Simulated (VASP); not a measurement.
These are PBEsol GGA, VASP's PBE PAW potentials (set 64) (plane waves; VASP 6.6.1) values and carry that method's errors.

VASP input:

**POSCAR**
```
RuSb
1
   -0.0000000000     2.6551692739     2.6551692739
    2.6551692739    -0.0000000000     2.6551692739
    2.6551692739     2.6551692739     0.0000000000
Ru Sb
1 1
Direct
  0.0000000000   0.0000000000   0.0000000000
  0.5000000000   0.5000000000   0.5000000000
```

**INCAR**
```
SYSTEM = RuSb
PREC = Accurate
ENCUT = 400
EDIFF = 1E-6
NELM = 100
ALGO = Normal
LREAL = .FALSE.
LASPH = .TRUE.
ISMEAR = 1
SIGMA = 0.1
GGA = PS
LMAXMIX = 4
LWAVE = .FALSE.
LCHARG = .FALSE.
IBRION = 2
ISIF = 3
NSW = 60
EDIFFG = -0.01
```

### KPOINTS
```
kpoints
0
gamma
  11 11 11
```

POTCAR, in this order: Ru_pv Sb (PBE.64 set). Program: vasp_std.

Output

### OSZICAR
```
       N       E                     dE             d eps       ncg     rms          rms(c)
DAV:   1     0.919260219517E+02    0.91926E+02   -0.90210E+03  1720   0.107E+03
DAV:   2    -0.119770452153E+02   -0.10390E+03   -0.10141E+03  1756   0.285E+02
DAV:   3    -0.140528140281E+02   -0.20758E+01   -0.20434E+01  1726   0.436E+01
DAV:   4    -0.140804247923E+02   -0.27611E-01   -0.27607E-01  1869   0.523E+00
DAV:   5    -0.140809253070E+02   -0.50051E-03   -0.50051E-03  1736   0.645E-01    0.987E+00
DAV:   6    -0.139588326039E+02    0.12209E+00   -0.64927E-01  1501   0.881E+00    0.402E+00
DAV:   7    -0.139241242184E+02    0.34708E-01   -0.13361E-01  1486   0.376E+00    0.313E+00
DAV:   8    -0.139103911857E+02    0.13733E-01   -0.46385E-02  1641   0.227E+00    0.169E-01
DAV:   9    -0.139101891425E+02    0.20204E-03   -0.69256E-04  1536   0.228E-01    0.970E-02
DAV:  10    -0.139101400678E+02    0.49075E-04   -0.14164E-04  1651   0.131E-01    0.110E-02
DAV:  11    -0.139101388573E+02    0.12105E-05   -0.85511E-06  1626   0.302E-02    0.475E-03
DAV:  12    -0.139101379370E+02    0.92026E-06   -0.76375E-07   903   0.846E-03
   1 F= -.13910138E+02 E0= -.13910964E+02  d E =-.139101E+02
       N       E                     dE             d eps       ncg     rms          rms(c)
DAV:   1    -0.139262180293E+02   -0.16079E-01   -0.26313E-01  1481   0.666E+00    0.113E+00
DAV:   2    -0.139137110157E+02    0.12507E-01   -0.11491E-01  1476   0.376E+00    0.487E-01
DAV:   3    -0.139100695692E+02    0.36414E-02   -0.11178E-02  1466   0.118E+00    0.103E-01
DAV:   4    -0.139099219430E+02    0.14763E-03   -0.11962E-03  1536   0.263E-01    0.428E-02
DAV:   5    -0.139099227848E+02   -0.84179E-06   -0.22112E-05  1641   0.428E-02    0.380E-02
DAV:   6    -0.139099308038E+02   -0.80189E-05   -0.73151E-06  1681   0.203E-02    0.325E-03
DAV:   7    -0.139099306415E+02    0.16225E-06   -0.54109E-07   938   0.531E-03
   2 F= -.13909931E+02 E0= -.13910759E+02  d E =0.207296E-03
       N       E                     dE             d eps       ncg     rms          rms(c)
DAV:   1    -0.139165612854E+02   -0.66305E-02   -0.10104E-01  1486   0.414E+00    0.685E-01
DAV:   2    -0.139118311548E+02    0.47301E-02   -0.45461E-02  1476   0.236E+00    0.303E-01
DAV:   3    -0.139103260584E+02    0.15051E-02   -0.44846E-03  1466   0.745E-01    0.632E-02
DAV:   4    -0.139102627751E+02    0.63283E-04   -0.47672E-04  1511   0.159E-01    0.242E-02
DAV:   5    -0.139102604934E+02    0.22817E-05   -0.11970E-05  1641   0.324E-02    0.222E-02
DAV:   6    -0.139102611657E+02   -0.67226E-06   -0.27153E-06  1653   0.129E-02
   3 F= -.13910261E+02 E0= -.13911089E+02  d E =-.123229E-03
```

### OUTCAR
```
------------------------ aborting loop because EDIFF is reached ----------------------------------------
  FORCE on cell =-STRESS in cart. coord.  units (eV):
  Direction    XX          YY          ZZ          XY          YZ          ZX
  --------------------------------------------------------------------------------------
  Total        0.0092724      0.0092724      0.0092724      0.0000000     -0.0000000      0.0000000
  in kB        0.3978511      0.3978511      0.3978511      0.0000000     -0.0000000      0.0000000
  external PRESSURE =       0.3978511 kB  Pullay stress =       0.0000000 kB
  volume of cell :       37.34
      direct lattice vectors                 reciprocal lattice vectors
     0.000000000  2.652876233  2.652876233    -0.188474680  0.188474680  0.188474680
     2.652876233 -0.000000000  2.652876233     0.188474680 -0.188474680  0.188474680
     2.652876233  2.652876233 -0.000000000     0.188474680  0.188474680 -0.188474680
 POSITION                                       TOTAL-FORCE (eV/Angst)
 -----------------------------------------------------------------------------------
      0.00000      0.00000      0.00000        -0.000000      0.000000     -0.000000
      2.65288      2.65288      2.65288         0.000000     -0.000000      0.000000
 -----------------------------------------------------------------------------------
    total drift:                                0.000000     -0.000000     -0.000000
  FREE ENERGIE OF THE ION-ELECTRON SYSTEM (eV)
  ---------------------------------------------------
  free  energy   TOTEN  =       -13.9102611657 eV

  energy  without entropy=      -13.9127436180  energy(sigma->0) =      -13.91108865

 reached required accuracy - stopping structural energy minimisation
```
(Selected blocks of OUTCAR.)

### CONTCAR
```
RuSb
   1.00000000000000
     0.0000000000000000    2.6528762332486879    2.6528762332486879
     2.6528762332486879   -0.0000000000000000    2.6528762332486879
     2.6528762332486879    2.6528762332486879   -0.0000000000000000
  Ru              Sb
     1     1
Direct
     0.0000000000000000    0.0000000000000000    0.0000000000000000
     0.5000000000000000    0.5000000000000000    0.5000000000000000
```

The structure was generated: RuSb was put into the rock salt type (Fm-3m), which need not be its known phase. This run relaxes it. Symmetry was kept, so distortions that lower it aren't found. The start is the result of an earlier pass. The electron count is odd and the run is not spin-polarised, which forces a metal.
